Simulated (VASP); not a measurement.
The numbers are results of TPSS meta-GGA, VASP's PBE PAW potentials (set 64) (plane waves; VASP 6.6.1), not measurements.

VASP ran on this input.

**KPOINTS**
```
Automatic mesh
0
gamma
  11 11 11
```

**INCAR**
```
METAGGA = TPSS
LMIXTAU = T
NELM = 100
PREC = Accurate
ALGO = Normal
LASPH = T   # aspherical one-centre terms
LCHARG = F
ISIF = 2
ENCUT = 520
SYSTEM = Ca
LREAL = F   # projection in real space or not
ISMEAR = 1
SIGMA = 0.1   # width (eV)
EDIFF = 1E-7   # SCF stop (eV)
LWAVE = F
```

POSCAR:
```
Ca
1
    0.0000000000     2.7661609265     2.7661609265
    2.7661609265     0.0000000000     2.7661609265
    2.7661609265     2.7661609265     0.0000000000
Ca
1
Direct
  0.0000000000   0.0000000000   0.0000000000
```

POTCAR, in this order: Ca_sv (PBE.64 set). Program: vasp_std.

### Question
Estimate the energy per atom (σ→0), band gap (on the k-mesh).

### Answer

```json
{
  "energy per atom (σ→0)": "-8.576 eV/atom",
  "band gap (on the k-mesh)": "none (metal, semimetal or under 0.01 eV)"
}
```

**OSZICAR**
```
...
DAV:  17    -0.857598501250E+01   -0.13149E-03   -0.26937E-05  1370   0.377E-02    0.128E-02
DAV:  18    -0.857601555748E+01   -0.30545E-04   -0.57923E-06  1134   0.292E-02    0.616E-03
DAV:  19    -0.857602024243E+01   -0.46850E-05   -0.42607E-06  1143   0.179E-02    0.129E-03
DAV:  20    -0.857602201463E+01   -0.17722E-05   -0.16513E-06  1619   0.812E-03    0.274E-03
DAV:  21    -0.857602232030E+01   -0.30567E-06   -0.16627E-07  1234   0.486E-03    0.135E-03
DAV:  22    -0.857602203047E+01    0.28983E-06   -0.20116E-08   634   0.192E-03    0.694E-04
DAV:  23    -0.857602205506E+01   -0.24589E-07   -0.92747E-09   623   0.144E-03
   1 F= -.85760221E+01 E0= -.85757781E+01  d E =-.731884E-03
```

The compound is Ca in the fcc structure. It was relaxed first.
